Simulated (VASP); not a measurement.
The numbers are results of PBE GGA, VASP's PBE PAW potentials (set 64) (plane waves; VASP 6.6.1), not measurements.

VASP input:

**KPOINTS**
```
Regular mesh
0
G
17 17 9
```

POSCAR:
```
Be
7.1149770
  0.1592911451  -0.2759003328   0.0000000000
  0.1592911451   0.2759003328   0.0000000000
  0.0000000000   0.0000000000   0.4999999984
Be
2
Cart
  0.1592911451   0.0919669615   0.1249999996
  0.1592911451  -0.0919669615   0.3749999988
```

### INCAR
```
SYSTEM = Be
PREC = Accurate
ENCUT = 530
EDIFF = 1E-7
NELM = 100
ALGO = Normal
LREAL = .FALSE.
LASPH = .TRUE.
ISMEAR = 1
SIGMA = 0.1
GGA = PE
LWAVE = .FALSE.
LCHARG = .FALSE.
IBRION = 6
ISIF = 3
NFREE = 2
POTIM = 0.015
NSW = 1
```

POTCAR, in this order: Be (PBE.64 set). Program: vasp_std.

What VASP printed:

File OUTCAR:
```
 ion  position               nearest neighbor table
   1  0.333  0.667  0.250-   2 2.21   2 2.21   2 2.21   2 2.21   2 2.21   2 2.21
   2  0.667  0.333  0.750-   1 2.21   1 2.21   1 2.21   1 2.21   1 2.21   1 2.21
  LATTYP: Found a hexagonal cell.
 ALAT       =     2.2667055214
 C/A-ratio  =     1.5694533122
 Subroutine PRICEL returns:
 Original cell was already a primitive cell.
 Subroutine GETGRP returns: Found 24 space group operations
The static configuration has the point symmetry D_3d.
 The point group associated with its full space group is D_6h.
The dynamic configuration has the point symmetry D_3d.
 Subroutine INISYM returns: Found 24 space group operations
 Subroutine IBZKPT returns following result:
 Found    165 irreducible k-points:

 Following reciprocal coordinates:
            Coordinates               Weight
  0.000000  0.000000  0.000000      1.000000
  0.058824  0.000000  0.000000      6.000000
  0.117647  0.000000  0.000000      6.000000
  0.176471  0.000000  0.000000      6.000000
  0.235294  0.000000  0.000000      6.000000
  0.294118  0.000000  0.000000      6.000000
  0.352941  0.000000  0.000000      6.000000
  0.411765  0.000000  0.000000      6.000000
  0.470588  0.000000  0.000000      6.000000
  0.058824  0.058824  0.000000      6.000000
  0.117647  0.058824  0.000000     12.000000
  0.176471  0.058824  0.000000     12.000000
  0.235294  0.058824  0.000000     12.000000
  0.294118  0.058824  0.000000     12.000000
  0.352941  0.058824  0.000000     12.000000
  0.411765  0.058824  0.000000     12.000000
  0.470588  0.058824  0.000000      6.000000
  0.117647  0.117647  0.000000      6.000000
  0.176471  0.117647  0.000000     12.000000
  0.235294  0.117647  0.000000     12.000000
  0.294118  0.117647  0.000000     12.000000
  0.352941  0.117647  0.000000     12.000000
  0.411765  0.117647  0.000000     12.000000
  0.176471  0.176471  0.000000      6.000000
  0.235294  0.176471  0.000000     12.000000
  0.294118  0.176471  0.000000     12.000000
  0.352941  0.176471  0.000000     12.000000
  0.411765  0.176471  0.000000      6.000000
  0.235294  0.235294  0.000000      6.000000
  0.294118  0.235294  0.000000     12.000000
  0.352941  0.235294  0.000000     12.000000
  0.294118  0.294118  0.000000      6.000000
  0.352941  0.294118  0.000000      6.000000
  0.000000  0.000000  0.111111      2.000000
  0.058824  0.000000  0.111111     12.000000
  0.117647  0.000000  0.111111     12.000000
  0.176471  0.000000  0.111111     12.000000
  0.235294  0.000000  0.111111     12.000000
  0.294118  0.000000  0.111111     12.000000
  0.352941  0.000000  0.111111     12.000000
 Subroutine IBZKPT_HF returns following result:
   k-points           NKPTS =    165   k-points in BZ     NKDIM =    165   number of bands    NBANDS=      6
   number of dos      NEDOS =    301   number of ions     NIONS =      2
   total plane-waves  NPLWV =   9072
   dimension x,y,z NGX =    18 NGY =   18 NGZ =   28
   dimension x,y,z NGXF=    36 NGYF=   36 NGZF=   56
   ions per type =               2
   PREC   = accura    normal or accurate (medium, high low for compatibility)
   ISTART =      0    job   : 0-new  1-cont  2-samecut
   ICHARG =      2    charge: 1-file 2-atom 10-const
   ISPIN  =      1    spin polarized calculation?
   LNONCOLLINEAR =      F non collinear calculations
   LSORBIT =      F    spin-orbit coupling
   INIWAV =      1    electr: 0-lowe 1-rand  2-diag
   ENCUT  =  530.0 eV  38.95 Ry    6.24 a.u.   4.25  4.25  6.68*2*pi/ulx,y,z
   NELM   =    100;   NELMIN=  2; NELMDL= -5     # of ELM steps
   EDIFF  = 0.1E-06   stopping-criterion for ELM
...
```

### OSZICAR
```
...
   5 F= -.75255483E+01 E0= -.75255701E+01  d E =0.654138E-04
       N       E                     dE             d eps       ncg     rms          rms(c)
DAV:   1    -0.752673142114E+01   -0.11831E-02   -0.49117E-02  2448   0.216E+00    0.851E-02
DAV:   2    -0.752608419810E+01    0.64722E-03   -0.26610E-04  3174   0.153E-01    0.542E-02
DAV:   3    -0.752504713098E+01    0.10371E-02   -0.51930E-05  2292   0.974E-02    0.229E-03
DAV:   4    -0.752506114851E+01   -0.14018E-04   -0.45431E-07  2856   0.802E-03    0.107E-03
DAV:   5    -0.752505569673E+01    0.54518E-05   -0.10036E-07  2262   0.484E-03    0.111E-04
DAV:   6    -0.752505473443E+01    0.96230E-06   -0.76997E-10  1362   0.368E-04    0.446E-05
DAV:   7    -0.752505436343E+01    0.37100E-06   -0.70103E-11  1164   0.701E-05    0.270E-06
DAV:   8    -0.752505435284E+01    0.10589E-07   -0.26118E-12  1158   0.166E-05
   6 F= -.75250544E+01 E0= -.75250939E+01  d E =0.118657E-03
       N       E                     dE             d eps       ncg     rms          rms(c)
DAV:   1    -0.752512258593E+01   -0.68223E-04   -0.15391E-01  2544   0.321E+00    0.147E-01
DAV:   2    -0.752498808010E+01    0.13451E-03   -0.67051E-04  2490   0.255E-01    0.909E-02
DAV:   3    -0.752489180406E+01    0.96276E-04   -0.78826E-05  2712   0.115E-01    0.280E-03
DAV:   4    -0.752489161186E+01    0.19219E-06   -0.36889E-07  2538   0.644E-03    0.160E-03
DAV:   5    -0.752489151123E+01    0.10063E-06   -0.10222E-07  2400   0.427E-03    0.716E-05
DAV:   6    -0.752489150251E+01    0.87161E-08   -0.44636E-10  1332   0.173E-04
   7 F= -.75248915E+01 E0= -.75249259E+01  d E =0.103105E-03
       N       E                     dE             d eps       ncg     rms          rms(c)
DAV:   1    -0.752804239125E+01   -0.31509E-02   -0.62491E-02 11556   0.188E+00    0.918E-02
DAV:   2    -0.752797115220E+01    0.71239E-04   -0.29292E-04 11190   0.157E-01    0.562E-02
DAV:   3    -0.752791025480E+01    0.60897E-04   -0.43308E-05 12318   0.628E-02    0.201E-03
DAV:   4    -0.752791016784E+01    0.86959E-07   -0.40333E-07 11148   0.612E-03
   8 F= -.75279102E+01 E0= -.75279533E+01  d E =0.129406E-03
       N       E                     dE             d eps       ncg     rms          rms(c)
DAV:   1    -0.752815060677E+01   -0.24035E-03   -0.56191E-02 11886   0.135E+00    0.116E-01
DAV:   2    -0.752800278455E+01    0.14782E-03   -0.24719E-04 10824   0.134E-01    0.695E-02
DAV:   3    -0.752790987480E+01    0.92910E-04   -0.96871E-05 12144   0.539E-02    0.166E-03
DAV:   4    -0.752791001185E+01   -0.13705E-06   -0.11618E-06 10500   0.103E-02    0.103E-03
DAV:   5    -0.752791002276E+01   -0.10911E-07   -0.60901E-09  8424   0.946E-04
   9 F= -.75279100E+01 E0= -.75279532E+01  d E =0.129416E-03
       N       E                     dE             d eps       ncg     rms          rms(c)
DAV:   1    -0.752766612721E+01    0.24388E-03   -0.46367E-02 12006   0.142E+00    0.628E-02
DAV:   2    -0.752756916708E+01    0.96960E-04   -0.20061E-04 10404   0.127E-01    0.396E-02
DAV:   3    -0.752741464734E+01    0.15452E-03   -0.26880E-05 12456   0.297E-02    0.918E-04
DAV:   4    -0.752741495868E+01   -0.31134E-06   -0.31924E-07 10506   0.548E-03    0.560E-04
DAV:   5    -0.752741452551E+01    0.43317E-06   -0.52327E-09  8502   0.628E-04    0.134E-05
DAV:   6    -0.752741452300E+01    0.25066E-08   -0.12356E-10  5526   0.125E-04
  10 F= -.75274145E+01 E0= -.75274703E+01  d E =0.167275E-03
       N       E                     dE             d eps       ncg     rms          rms(c)
DAV:   1    -0.752742356995E+01   -0.90444E-05   -0.36399E-02 12942   0.124E+00    0.677E-02
DAV:   2    -0.752742516843E+01   -0.15985E-05   -0.18717E-04 10110   0.114E-01    0.421E-02
DAV:   3    -0.752741450979E+01    0.10659E-04   -0.40829E-06 13260   0.191E-02    0.445E-04
DAV:   4    -0.752741451418E+01   -0.43834E-08   -0.39339E-08  9090   0.199E-03
  11 F= -.75274145E+01 E0= -.75274703E+01  d E =0.167275E-03
       N       E                     dE             d eps       ncg     rms          rms(c)
DAV:   1    -0.752754282048E+01   -0.12831E-03   -0.32484E-02 12672   0.121E+00    0.474E-02
DAV:   2    -0.752750077592E+01    0.42045E-04   -0.16496E-04  9888   0.110E-01    0.297E-02
DAV:   3    -0.752741155694E+01    0.89219E-04   -0.20189E-06 13020   0.135E-02    0.462E-04
DAV:   4    -0.752741184522E+01   -0.28828E-06   -0.18779E-08  9096   0.136E-03    0.257E-04
DAV:   5    -0.752741129145E+01    0.55377E-06   -0.43935E-10  7080   0.345E-04    0.112E-05
DAV:   6    -0.752741129625E+01   -0.47933E-08   -0.10676E-11  5502   0.403E-05
  12 F= -.75274113E+01 E0= -.75274663E+01  d E =0.164916E-03
       N       E                     dE             d eps       ncg     rms          rms(c)
DAV:   1    -0.752741628495E+01   -0.49935E-05   -0.52330E-02 12498   0.129E+00    0.679E-02
DAV:   2    -0.752742203010E+01   -0.57452E-05   -0.23066E-04 10098   0.121E-01    0.421E-02
DAV:   3    -0.752741129141E+01    0.10739E-04   -0.40018E-06 12672   0.187E-02    0.276E-04
DAV:   4    -0.752741129432E+01   -0.29045E-08   -0.40668E-08  9060   0.197E-03
  13 F= -.75274113E+01 E0= -.75274663E+01  d E =0.164917E-03
       N       E                     dE             d eps       ncg     rms          rms(c)
DAV:   1    -0.752896866072E+01   -0.15574E-02   -0.63561E-02 11826   0.180E+00    0.373E-02
DAV:   2    -0.752897934793E+01   -0.10687E-04   -0.27489E-04 11004   0.161E-01    0.233E-02
DAV:   3    -0.752895603822E+01    0.23310E-04   -0.28805E-06 13248   0.152E-02    0.626E-04
DAV:   4    -0.752895587116E+01    0.16706E-06   -0.24952E-08 10878   0.159E-03    0.372E-04
DAV:   5    -0.752895576215E+01    0.10901E-06   -0.21219E-09  7572   0.433E-04    0.103E-05
DAV:   6    -0.752895576116E+01    0.98962E-09   -0.45828E-11  5940   0.877E-05
  14 F= -.75289558E+01 E0= -.75290313E+01  d E =0.226601E-03
       N       E                     dE             d eps       ncg     rms          rms(c)
DAV:   1    -0.752892805323E+01    0.27709E-04   -0.10980E-01  8718   0.237E+00    0.342E-02
DAV:   2    -0.752895653984E+01   -0.28487E-04   -0.29681E-04 12144   0.187E-01    0.209E-02
DAV:   3    -0.752895577135E+01    0.76849E-06   -0.66879E-06 11832   0.220E-02    0.824E-04
DAV:   4    -0.752895576822E+01    0.31337E-08   -0.53522E-08 11796   0.229E-03
  15 F= -.75289558E+01 E0= -.75290313E+01  d E =0.226600E-03
       N       E                     dE             d eps       ncg     rms          rms(c)
DAV:   1    -0.752893536795E+01    0.20403E-04   -0.11057E-01  3156   0.230E+00    0.797E-02
DAV:   2    -0.752852646827E+01    0.40890E-03   -0.22402E-03  5214   0.360E-01    0.315E-02
DAV:   3    -0.752845599568E+01    0.70473E-04   -0.38188E-04  3990   0.102E-01    0.581E-03
DAV:   4    -0.752845661542E+01   -0.61973E-06   -0.78147E-06  4260   0.275E-02    0.190E-03
DAV:   5    -0.752845627790E+01    0.33752E-06   -0.13331E-07  3528   0.269E-03    0.198E-04
DAV:   6    -0.752845620273E+01    0.75163E-07   -0.46463E-09  2334   0.569E-04
  16 F= -.75284562E+01 E0= -.75285339E+01  d E =0.233210E-03
       N       E                     dE             d eps       ncg     rms          rms(c)
DAV:   1    -0.753057538082E+01   -0.21191E-02   -0.21464E-01  3192   0.288E+00    0.156E-01
DAV:   2    -0.752873696772E+01    0.18384E-02   -0.66213E-03  4524   0.539E-01    0.595E-02
DAV:   3    -0.752845266349E+01    0.28430E-03   -0.16067E-03  4332   0.207E-01    0.703E-03
DAV:   4    -0.752845598224E+01   -0.33187E-05   -0.21370E-05  3924   0.488E-02    0.250E-03
DAV:   5    -0.752845614796E+01   -0.16573E-06   -0.10362E-07  4482   0.358E-03    0.119E-04
DAV:   6    -0.752845614733E+01    0.63618E-09   -0.37066E-09  2154   0.518E-04
  17 F= -.75284561E+01 E0= -.75285339E+01  d E =0.233211E-03
```

### OUTCAR
```
------------------------ aborting loop because EDIFF is reached ----------------------------------------
  FORCE on cell =-STRESS in cart. coord.  units (eV):
  Direction    XX          YY          ZZ          XY          YZ          ZX
  --------------------------------------------------------------------------------------
  Total        0.0173737      0.0173737      0.0069239      0.0000000      0.0000000      0.0000000
  in kB        1.7584894      1.7584891      0.7008094      0.0000000      0.0000000      0.0000000
  external PRESSURE =       1.4059293 kB  Pullay stress =       0.0000000 kB
  volume of cell :       15.83
      direct lattice vectors                 reciprocal lattice vectors
     1.133352834 -1.963024522  0.000000000     0.441168880 -0.254708993  0.000000000
     1.133352834  1.963024522  0.000000000     0.441168880  0.254708993  0.000000000
     0.000000000  0.000000000  3.557488488     0.000000000  0.000000000  0.281097185
 POSITION                                       TOTAL-FORCE (eV/Angst)
 -----------------------------------------------------------------------------------
      1.13335      0.65434      0.87437        -0.000000      0.000000      0.121010
      1.13335     -0.65434      2.66812         0.000000     -0.000000     -0.121010
 -----------------------------------------------------------------------------------
    total drift:                                0.000000      0.000003     -0.000000
  FREE ENERGIE OF THE ION-ELECTRON SYSTEM (eV)
  ---------------------------------------------------
  free  energy   TOTEN  =        -7.5284561473 eV

  energy  without entropy=       -7.5286893583  energy(sigma->0) =       -7.52853388

   1 f  =   20.916975 THz   131.425232 2PiTHz  697.715193 cm-1    86.505620 meV
             X         Y         Z           dx          dy          dz
      1.133353  0.654343  0.889372     0.000000    0.000000    0.707107
      1.133353 -0.654343  2.668116     0.000000    0.000000   -0.707107

   2 f  =   13.970126 THz    87.776890 2PiTHz  465.993239 cm-1    57.775772 meV
             X         Y         Z           dx          dy          dz
      1.133353  0.654343  0.889372     0.707107   -0.000000   -0.000000
      1.133353 -0.654343  2.668116    -0.707107    0.000000    0.000000

   3 f  =   13.970125 THz    87.776882 2PiTHz  465.993199 cm-1    57.775767 meV
             X         Y         Z           dx          dy          dz
      1.133353  0.654343  0.889372     0.000000    0.707107   -0.000000
      1.133353 -0.654343  2.668116    -0.000000   -0.707107   -0.000000

   4 f  =    0.000000 THz     0.000001 2PiTHz    0.000008 cm-1     0.000001 meV
             X         Y         Z           dx          dy          dz
      1.133353  0.654343  0.889372     0.069971    0.661348    0.240256
      1.133353 -0.654343  2.668116     0.069971    0.661348    0.240256

   5 f/i=    0.000000 THz     0.000001 2PiTHz    0.000003 cm-1     0.000000 meV
             X         Y         Z           dx          dy          dz
      1.133353  0.654343  0.889372     0.702293   -0.050731   -0.064888
      1.133353 -0.654343  2.668116     0.702293   -0.050731   -0.064888

   6 f/i=    0.000000 THz     0.000002 2PiTHz    0.000009 cm-1     0.000001 meV
             X         Y         Z           dx          dy          dz
      1.133353  0.654343  0.889372     0.043452   -0.245041    0.661866
      1.133353 -0.654343  2.668116     0.043452   -0.245041    0.661866

 ELASTIC MODULI CONTR FROM IONIC RELAXATION (kBar)
 Direction    XX          YY          ZZ          XY          YZ          ZX
 --------------------------------------------------------------------------------
 XX        -175.9217    175.9216     -0.0000      0.0000      0.0000      0.0000
 YY         175.9216   -175.9216      0.0000     -0.0000     -0.0000      0.0000
 ZZ          -0.0000      0.0000     -0.0000     -0.0000      0.0000      0.0000
 XY           0.0000     -0.0000     -0.0000   -175.9216      0.0000      0.0000
 YZ           0.0000     -0.0000      0.0000      0.0000     -0.0000      0.0000
 ZX           0.0000      0.0000      0.0000      0.0000      0.0000      0.0000
 --------------------------------------------------------------------------------

 TOTAL ELASTIC MODULI (kBar)
 Direction    XX          YY          ZZ          XY          YZ          ZX
 --------------------------------------------------------------------------------
 XX        2892.8158    610.2954     48.3277      0.0000      0.0000      0.0000
 YY         610.2954   2892.8148     48.3277     -0.0000     -0.0000     -0.0000
 ZZ          48.3277     48.3277   3941.3747     -0.0000     -0.0000      0.0000
 XY           0.0000     -0.0000     -0.0000   1141.2599      0.0000     -0.0000
 YZ           0.0000     -0.0000     -0.0000      0.0000   1740.8134      0.0000
 ZX           0.0000     -0.0000      0.0000      0.0000      0.0000   1740.8137
 --------------------------------------------------------------------------------
```
(Selected blocks of OUTCAR.)

Finite-difference elastic constants of metals are sensitive to mesh and smearing; shear constants can be off by tens of GPa.

The compound is Be in the hcp structure. It was relaxed first.
